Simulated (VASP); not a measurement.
# Li3Pt (Fm-3m) in VASP: notebook

Runs on Li3Pt. Level: LDA. Tasks: single point.

Everything below comes from runs of VASP 6.6.1. Logs are shortened: lines on timing, memory, paths and dates and some standing lists are left out, and cuts for length are marked.

## (1) The structure

The structure is cubic, space group Fm-3m (No. 225). Conventional cell: a = 6.015 Å, b = 6.015 Å, c = 6.015 Å, α = 90.00°, β = 90.00°, γ = 90.00°. Li (site symmetry -43m) has 4 Li at 2.60 Å and 4 Pt at 2.60 Å as nearest neighbours. Li (site symmetry m-3m) has 8 Li at 2.60 Å as nearest neighbours. Pt (site symmetry m-3m) is surrounded by 8 Li at 2.60 Å.

The cell comes from a database or a generator and needn't be the stable form of this composition.

## (2) Single point, LDA

The input, INCAR:

```
PREC = Accurate ; ENCUT = 520
EDIFF = 1E-6 ; ISMEAR = 1
SIGMA = 0.1 ; LREAL = F
LASPH = T ; NELM = 100
ALGO = Fast ; ISIF = 2
LWAVE = F ; LCHARG = T
LELF = T ; LVHAR = T
NBANDS = 18
```

The input, KPOINTS:

```
Automatic mesh
0
Gamma
  7 7 7
```

The input, POSCAR:

```
Li3Pt
1.0
    0.0000000000      3.0074060000      3.0074060000
    3.0074060000      0.0000000000      3.0074060000
    3.0074060000      3.0074060000      0.0000000000
Li Pt
3 1
Direct
    0.2500000000      0.2500000000      0.2500000000
    0.7500000000      0.7500000000      0.7500000000
    0.5000000000      0.5000000000      0.5000000000
    0.0000000000      0.0000000000      0.0000000000
```

Potentials or basis: VASP PAW LDA potentials, release 64 (Li_sv, Pt).

Launch:

```sh
cat potpaw_LDA.64/Li_sv/POTCAR potpaw_LDA.64/Pt/POTCAR > POTCAR
mpirun -np 1 vasp_std > vasp.out
```

OUTCAR:

```text
PREC = Accurate
   ENCUT = 520
   EDIFF = 1E-6
   ISMEAR = 1
   LREAL = F
   LASPH = T
   NELM = 100
   ISIF = 2

 ion  position               nearest neighbor table
   1  0.250  0.250  0.250-   4 2.60   4 2.60   4 2.60   4 2.60
   2  0.750  0.750  0.750-   4 2.60   4 2.60   4 2.60   4 2.60
   3  0.500  0.500  0.500-   4 3.01   4 3.01   4 3.01   4 3.01   4 3.01   4 3.01
   4  0.000  0.000  0.000-   2 2.60   1 2.60   2 2.60   1 2.60   2 2.60   2 2.60   1 2.60   1 2.60
                             3 3.01   3 3.01   3 3.01   3 3.01   3 3.01   3 3.01

  LATTYP: Found a face centered cubic cell.
 ALAT       =     6.0148120000

  Lattice vectors:

 A1 = (   0.0000000000,   3.0074060000,   3.0074060000)
 A2 = (   3.0074060000,   0.0000000000,   3.0074060000)
 A3 = (   3.0074060000,   3.0074060000,   0.0000000000)

Analysis of symmetry for initial positions (statically):
=====================================================================
 Subroutine PRICEL returns:
 Original cell was already a primitive cell.

 Routine SETGRP: Setting up the symmetry group for a
 face centered cubic supercell.

 Subroutine GETGRP returns: Found 48 space group operations
 (whereof 48 operations were pure point group operations)
 out of a pool of 48 trial point group operations.

The static configuration has the point symmetry O_h .

Analysis of symmetry for dynamics (positions and initial velocities):
=====================================================================
 Subroutine PRICEL returns:
 Original cell was already a primitive cell.

 Routine SETGRP: Setting up the symmetry group for a
 face centered cubic supercell.

 Subroutine GETGRP returns: Found 48 space group operations
 (whereof 48 operations were pure point group operations)
 out of a pool of 48 trial point group operations.

The dynamic configuration has the point symmetry O_h .

 Subroutine INISYM returns: Found 48 space group operations
 (whereof 48 operations are pure point group operations),
 and found     1 'primitive' translations

----------------------------------------------------------------------------------------

                                     Primitive cell

  volume of cell :      54.4009

  direct lattice vectors                    reciprocal lattice vectors
     0.000000000  3.007406000  3.007406000    -0.166256235  0.166256235  0.166256235
     3.007406000  0.000000000  3.007406000     0.166256235 -0.166256235  0.166256235
     3.007406000  3.007406000  0.000000000     0.166256235  0.166256235 -0.166256235

  length of vectors
     4.253114353  4.253114353  4.253114353     0.287964247  0.287964247  0.287964247

  position of ions in fractional coordinates (direct lattice)
     0.250000000  0.250000000  0.250000000
     0.750000000  0.750000000  0.750000000
     0.500000000  0.500000000  0.500000000
     0.000000000  0.000000000  0.000000000

  ion indices of the primitive-cell ions
   primitive index   ion index
                 1           1
                 2           2
                 3           3
                 4           4

----------------------------------------------------------------------------------------

 KPOINTS: Automatic mesh

Automatic generation of k-mesh.
 Grid dimensions read from file:
 generate k-points for:    7    7    7

 Generating k-lattice:

  Cartesian coordinates                     Fractional coordinates (reciprocal lattice)
    -0.023750891  0.023750891  0.023750891     0.142857143  0.000000000  0.000000000
     0.023750891 -0.023750891  0.023750891     0.000000000  0.142857143  0.000000000
     0.023750891  0.023750891 -0.023750891     0.000000000  0.000000000  0.142857143

  Length of vectors
     0.041137750  0.041137750  0.041137750

  Shift w.r.t. Gamma in fractional coordinates (k-lattice)
     0.000000000  0.000000000  0.000000000

 Subroutine IBZKPT returns following result:
 ===========================================

 Found     20 irreducible k-points:

 Following reciprocal coordinates:
            Coordinates               Weight
  0.000000  0.000000  0.000000      1.000000
  0.142857  0.000000  0.000000      8.000000
  0.285714  0.000000  0.000000      8.000000
  0.428571  0.000000  0.000000      8.000000
  0.142857  0.142857  0.000000      6.000000
  0.285714  0.142857  0.000000     24.000000
[... 12 lines left out ...]
 -0.428571  0.428571  0.142857     24.000000
 -0.285714  0.428571  0.142857     24.000000
   k-points           NKPTS =     20   k-points in BZ     NKDIM =     20   number of bands    NBANDS=     18
   number of dos      NEDOS =    301   number of ions     NIONS =      4
   total plane-waves  NPLWV =  32768
   dimension x,y,z NGX =    32 NGY =   32 NGZ =   32
   dimension x,y,z NGXF=    64 NGYF=   64 NGZF=   64
   ions per type =               3   1
   NGX,Y,Z   is equivalent  to a cutoff of  12.51, 12.51, 12.51 a.u.
   NGXF,Y,Z  is equivalent  to a cutoff of  25.02, 25.02, 25.02 a.u.
 SYSTEM =  unknown system
   PREC   = accura    normal or accurate (medium, high low for compatibility)
   ISTART =      0    job   : 0-new  1-cont  2-samecut
   ICHARG =      2    charge: 1-file 2-atom 10-const
   ISPIN  =      1    spin polarized calculation?
   LNONCOLLINEAR =      F non collinear calculations
   LSORBIT =      F    spin-orbit coupling
   LASPH  =      T    aspherical Exc in radial PAW
   ENCUT  =  520.0 eV  38.22 Ry    6.18 a.u.   7.91  7.91  7.91*2*pi/ulx,y,z
   NELM   =    100;   NELMIN=  2; NELMDL= -5     # of ELM steps
   EDIFF  = 0.1E-05   stopping-criterion for ELM
   LREAL  =      F    real-space projection
   EDIFFG = 0.1E-04   stopping-criterion for IOM
   NSW    =      0    number of steps for IOM
   IBRION =     -1    ionic relax: 0-MD 1-quasi-New 2-CG
   NFREE  =      0    steps in history (QN), initial steepest desc. (CG)
   ISIF   =      2    stress and relaxation
   ISYM   =      2    0-nonsym 1-usesym 2-fastsym
   POTIM  = 0.5000    time-step for ionic-motion
   TEBEG  =    0.0;   TEEND  =   0.0 temperature during run
   PSTRESS=    0.0 pullay stress
   NELECT =      19.0000    total number of electrons
   NUPDOWN=      -1.0000    fix difference up-down
   EMIN   =  10.00;   EMAX   =-10.00  energy-range for DOS
   EFERMI =   0.00;   METHOD = LEGACY
   ISMEAR =     1;   SIGMA  =   0.10  broadening in eV -4-tet -1-fermi 0-gaus
   EFERMI_NEDOS =   21; number of points for ismear=-14 and -15
   IALGO  =     68    algorithm
   IMIX   =      4    mixing-type and parameters
     AMIX     =   0.40;   BMIX     =  1.00
     AMIX_MAG =   1.60;   BMIX_MAG =  1.00
  volume/ion in A,a.u.               =      13.60        91.78
  Fermi-wavevector in a.u.,A,eV,Ry     =   1.152897  2.178660 18.084487  1.329172
  Thomas-Fermi vector in A             =   2.289545
   LORBIT       =      0    0 simple, 1 ext, 2 COOP (PROOUT), +10 PAW based schemes
   GGA     = CA    functional components
   LHFCALC =     F    Hartree Fock is set to
   AEXX    =    0.0000 exact exchange contribution
   IVDW    =     0    specifies the selected vdW correction
   LEPSILON=     F    determine dielectric tensor
   LRPA    =     F    only Hartree local field effects (RPA)
 non-spin polarized calculation
 RMM-DIIS sequential band-by-band and
 Methfessel and Paxton  Order N= 1 SIGMA  =   0.10
  energy-cutoff  :      520.00
  volume of cell :       54.40
 maximum number of plane-waves:      1472
   NGX = 15   NGY = 15   NGZ = 15

 number of electron      19.0000013 magnetization

 Free energy of the ion-electron system (eV)
  ---------------------------------------------------
  ext. energy  EPLUGINS =         0.00000000
  ---------------------------------------------------
  free energy    TOTEN  =       -15.22836953 eV

  energy without entropy =      -15.22836529  energy(sigma->0) =      -15.22836811

 E-fermi :   4.0413     XC(G=0):  -9.8758

 val. band max:        3.9901472518   @ k =   0.4286   0.4286   0.0000
 cond. band min:       4.0971223072   @ k =  -0.2857   0.4286   0.1429
 fundamental gap:      0.1069750554
 Fermi energy:         4.0412562930

 k-point     1 :       0.0000    0.0000    0.0000
  band No.  band energies     occupation
      1     -40.9723      2.00000
      2     -40.2386      2.00000
      3     -40.2137      2.00000
      4      -1.5107      2.00000
      5       1.1805      2.00000
      6       1.1805      2.00000
[... 10 lines left out ...]
     17      11.9975      0.00000
     18      11.9976      0.00000

 k-point     2 :       0.1429    0.0000    0.0000
  band No.  band energies     occupation
      1     -40.9717      2.00000
      2     -40.2376      2.00000
      3     -40.2150      2.00000
      4      -1.3168      2.00000
      5       1.1956      2.00000
      6       1.2430      2.00000
[... 10 lines left out ...]
     17      12.4774      0.00000
     18      13.0642      0.00000

 k-point     3 :       0.2857    0.0000    0.0000
  band No.  band energies     occupation
      1     -40.9703      2.00000
      2     -40.2346      2.00000
      3     -40.2189      2.00000
      4      -0.7973      2.00000
      5       1.2811      2.00000
      6       1.2811      2.00000
[... 10 lines left out ...]
     17      13.7689      0.00000
     18      13.7690      0.00000

 k-point     4 :       0.4286    0.0000    0.0000
  band No.  band energies     occupation
      1     -40.9693      2.00000
      2     -40.2300      2.00000
      3     -40.2242      2.00000
      4      -0.2669      2.00000
      5       1.2116      2.00000
      6       1.2116      2.00000
[... 291 lines left out ...]
      4       0.2504      2.00000
      5       1.0895      2.00000
      6       1.4873      2.00000
[... 10 lines left out ...]
     17      14.8131      0.00000
     18      16.6328      0.00000

 k-point    19 :      -0.4286    0.4286    0.1429
  band No.  band energies     occupation
      1     -40.9683      2.00000
      2     -40.2305      2.00000
      3     -40.2243      2.00000
      4       0.3196      2.00000
      5       1.3444      2.00000
      6       1.3864      2.00000
[... 10 lines left out ...]
     17      15.5160      0.00000
     18      17.1307      0.00000

 k-point    20 :      -0.2857    0.4286    0.1429
  band No.  band energies     occupation
      1     -40.9682      2.00000
      2     -40.2280      2.00000
      3     -40.2269      2.00000
      4       0.6441      2.00000
      5       1.1076      2.00000
      6       1.5681      2.00000
[... 10 lines left out ...]
     17      15.4376      0.00000
     18      16.8097      0.00000

------------------------ aborting loop because EDIFF is reached ----------------------------------------

  FORCE on cell =-STRESS in cart. coord.  units (eV):
  Direction    XX          YY          ZZ          XY          YZ          ZX
  --------------------------------------------------------------------------------------
  -------------------------------------------------------------------------------------
  Total       -0.9151115     -0.9151115     -0.9151115      0.0000000      0.0000000     -0.0000000
  in kB      -26.9512203    -26.9512203    -26.9512203      0.0000000      0.0000000     -0.0000000
  external PRESSURE =     -26.9512203 kB  Pullay stress =       0.0000000 kB

 VOLUME and BASIS-vectors are now :
 -----------------------------------------------------------------------------
  energy-cutoff  :      520.00
  volume of cell :       54.40
      direct lattice vectors                 reciprocal lattice vectors
     0.000000000  3.007406000  3.007406000    -0.166256235  0.166256235  0.166256235
     3.007406000  0.000000000  3.007406000     0.166256235 -0.166256235  0.166256235
     3.007406000  3.007406000  0.000000000     0.166256235  0.166256235 -0.166256235

 POSITION                                       TOTAL-FORCE (eV/Angst)
 -----------------------------------------------------------------------------------
      1.50370      1.50370      1.50370         0.000000      0.000000      0.000000
      4.51111      4.51111      4.51111        -0.000000     -0.000000     -0.000000
      3.00741      3.00741      3.00741        -0.000000      0.000000     -0.000000
      0.00000      0.00000      0.00000        -0.000000      0.000000     -0.000000
 -----------------------------------------------------------------------------------
    total drift:                                0.000000     -0.000000      0.000000

  FREE ENERGIE OF THE ION-ELECTRON SYSTEM (eV)
  ---------------------------------------------------
  free  energy   TOTEN  =       -15.2283695267 eV

  energy  without entropy=      -15.2283652881  energy(sigma->0) =      -15.22836811
```

Run time: 19 s. Hardware: 1 thread of Intel Xeon Platinum 8488C (Sapphire Rapids), shared host; peak memory 0.16 GiB.

What came out:

```
Free energy            : -15.2284 eV
Band gap on the k mesh : none (metal or under the smearing width)
```

Caveat: the cutoff is under 1.25 times the usual one of these potentials, so pressure, stress and relaxed cells hold a basis-set (Pulay) error. The run has no spin-orbit coupling, so splittings on Pt are missing.

## (3) Single point, LDA

This run uses another cell than the first one, of 14.05 Å³/atom, 1.033 times its volume.

The input, INCAR:

```
SYSTEM = Li3Pt
PREC = Accurate
ENCUT = 520
EDIFF = 1E-6
ISMEAR = 1
SIGMA = 0.1
LREAL = .False.
LASPH = .True.
NELM = 100
ALGO = Fast
ISIF = 2
LWAVE = .False.
LCHARG = .False.
NBANDS = 18
```

The input, KPOINTS:

```
Automatic mesh
0
Gamma
  8 8 8
  0 0 0
```

The input, POSCAR:

```
Li3Pt
1.0
   -1.9642750000      1.9642750000      3.6402980000
    1.9642750000     -1.9642750000      3.6402980000
    1.9642750000      1.9642750000     -3.6402980000
Li Pt
3 1
Direct
    0.7500000000      0.2500000000      0.5000000000
    0.2500000000      0.7500000000      0.5000000000
    0.5000000000      0.5000000000      0.0000000000
    0.0000000000      0.0000000000      0.0000000000
```

Potentials or basis: VASP PAW LDA potentials, release 64 (Li_sv, Pt).

Launch:

```sh
cat potpaw_LDA.64/Li_sv/POTCAR potpaw_LDA.64/Pt/POTCAR > POTCAR
mpirun -np 1 vasp_std > vasp.out
```

OUTCAR:

```text
SYSTEM = Li3Pt
   PREC = Accurate
   ENCUT = 520
   EDIFF = 1E-6
   ISMEAR = 1
   LREAL = .False.
   LASPH = .True.
   NELM = 100
   ISIF = 2

 ion  position               nearest neighbor table
   1  0.750  0.250  0.500-   4 2.68   4 2.68   4 2.68   4 2.68
   2  0.250  0.750  0.500-   4 2.68   4 2.68   4 2.68   4 2.68
   3  0.500  0.500  0.000-   4 2.78   4 2.78   4 2.78   4 2.78
   4  0.000  0.000  0.000-   1 2.68   2 2.68   1 2.68   2 2.68   1 2.68   2 2.68   1 2.68   2 2.68
                             3 2.78   3 2.78   3 2.78   3 2.78

  LATTYP: Found a body centered tetragonal cell.
 ALAT       =     3.9285500000
 C/A-ratio  =     1.8532527268

  Lattice vectors:

 A1 = (  -1.9642750000,   1.9642750000,   3.6402980000)
 A2 = (   1.9642750000,  -1.9642750000,   3.6402980000)
 A3 = (   1.9642750000,   1.9642750000,  -3.6402980000)

Analysis of symmetry for initial positions (statically):
=====================================================================
 Subroutine PRICEL returns:
 Original cell was already a primitive cell.

[... 176 lines left out ...]
 E-fermi :   3.7509     XC(G=0):  -9.7372

 val. band max:        3.7344547126   @ k =  -0.3750   0.3750   0.1250
 cond. band min:       3.7813109098   @ k =  -0.3750   0.3750   0.2500
 fundamental gap:      0.0468561972
 Fermi energy:         3.7508900634

 k-point     1 :       0.0000    0.0000    0.0000
  band No.  band energies     occupation
      1     -40.9250      2.00000
      2     -40.6829      2.00000
      3     -40.6475      2.00000
      4      -1.6556      2.00000
      5       0.9526      2.00000
      6       1.2787      2.00000
[... 481 lines left out ...]
      5       1.0367      2.00000
      6       1.2048      2.00000
[... 10 lines left out ...]
     17      15.3118      0.00000
     18      16.9689      0.00000

 [... further k-points ...]

------------------------ aborting loop because EDIFF is reached ----------------------------------------

  FORCE on cell =-STRESS in cart. coord.  units (eV):
  Direction    XX          YY          ZZ          XY          YZ          ZX
  --------------------------------------------------------------------------------------
  -------------------------------------------------------------------------------------
  Total       -1.2991304     -1.2991304     -1.6901086      0.0000000      0.0000000      0.0000000
  in kB      -37.0477476    -37.0477476    -48.1974098      0.0000000      0.0000000      0.0000000
  external PRESSURE =     -40.7643017 kB  Pullay stress =       0.0000000 kB

 VOLUME and BASIS-vectors are now :
 -----------------------------------------------------------------------------
  energy-cutoff  :      520.00
  volume of cell :       56.18
      direct lattice vectors                 reciprocal lattice vectors
    -1.964275000  1.964275000  3.640298000     0.000000000  0.254546843  0.137351393
     1.964275000 -1.964275000  3.640298000     0.254546843  0.000000000  0.137351393
     1.964275000  1.964275000 -3.640298000     0.254546843  0.254546843  0.000000000

 POSITION                                       TOTAL-FORCE (eV/Angst)
 -----------------------------------------------------------------------------------
     -0.00000      1.96428      1.82015         0.000000     -0.000000     -0.000000
      1.96428     -0.00000      1.82015        -0.000000      0.000000      0.000000
      0.00000      0.00000      3.64030        -0.000000     -0.000000      0.000000
      0.00000      0.00000      0.00000        -0.000000     -0.000000      0.000000
 -----------------------------------------------------------------------------------
    total drift:                                0.000000      0.000000      0.000000

  FREE ENERGIE OF THE ION-ELECTRON SYSTEM (eV)
  ---------------------------------------------------
  free  energy   TOTEN  =       -15.1799232601 eV

  energy  without entropy=      -15.1790805468  energy(sigma->0) =      -15.17964236
```

OSZICAR:

```text
N       E                     dE             d eps       ncg     rms          rms(c)
DAV:   1     0.967171378385E+02    0.96717E+02   -0.82430E+03  2132   0.106E+03
DAV:   2    -0.313774077057E+01   -0.99855E+02   -0.92897E+02  2346   0.251E+02
DAV:   3    -0.154038945947E+02   -0.12266E+02   -0.12041E+02  3974   0.534E+01
DAV:   4    -0.156547762305E+02   -0.25088E+00   -0.25028E+00  2718   0.116E+01
DAV:   5    -0.156612505316E+02   -0.64743E-02   -0.64730E-02  3214   0.150E+00    0.538E+00
RMM:   6    -0.153190722311E+02    0.34218E+00   -0.18116E+00  2266   0.655E+00    0.148E+00
RMM:   7    -0.151962775529E+02    0.12279E+00   -0.13213E-01  2479   0.202E+00    0.852E-01
RMM:   8    -0.151840084569E+02    0.12269E-01   -0.32935E-02  2919   0.868E-01    0.410E-01
RMM:   9    -0.151793809619E+02    0.46275E-02   -0.12486E-02  3234   0.684E-01    0.861E-02
RMM:  10    -0.151796910168E+02   -0.31005E-03   -0.32997E-03  3597   0.293E-01    0.474E-02
RMM:  11    -0.151798311747E+02   -0.14016E-03   -0.11200E-03  3695   0.156E-01    0.236E-02
RMM:  12    -0.151798795049E+02   -0.48330E-04   -0.42565E-04  3533   0.964E-02    0.106E-02
RMM:  13    -0.151799037550E+02   -0.24250E-04   -0.19720E-04  3362   0.598E-02    0.688E-03
RMM:  14    -0.151799149385E+02   -0.11183E-04   -0.80263E-05  3264   0.392E-02    0.529E-03
RMM:  15    -0.151799194576E+02   -0.45192E-05   -0.39930E-05  3168   0.271E-02    0.241E-03
RMM:  16    -0.151799218054E+02   -0.23478E-05   -0.17844E-05  2861   0.177E-02    0.108E-03
RMM:  17    -0.151799228674E+02   -0.10619E-05   -0.77720E-06  2695   0.124E-02    0.964E-04
RMM:  18    -0.151799232601E+02   -0.39272E-06   -0.29621E-06  2412   0.940E-03
   1 F= -.15179923E+02 E0= -.15179642E+02  d E =-.842713E-03
```

It took 89 s on 1 thread of Intel Xeon Platinum 8488C (Sapphire Rapids), shared host; peak memory 0.2 GiB.

Results:

- Free energy: -15.1799 eV
- Band gap on the k mesh: none (metal or under the smearing width)

Caveat: the cutoff is under 1.25 times the usual one of these potentials, so pressure, stress and relaxed cells hold a basis-set (Pulay) error.
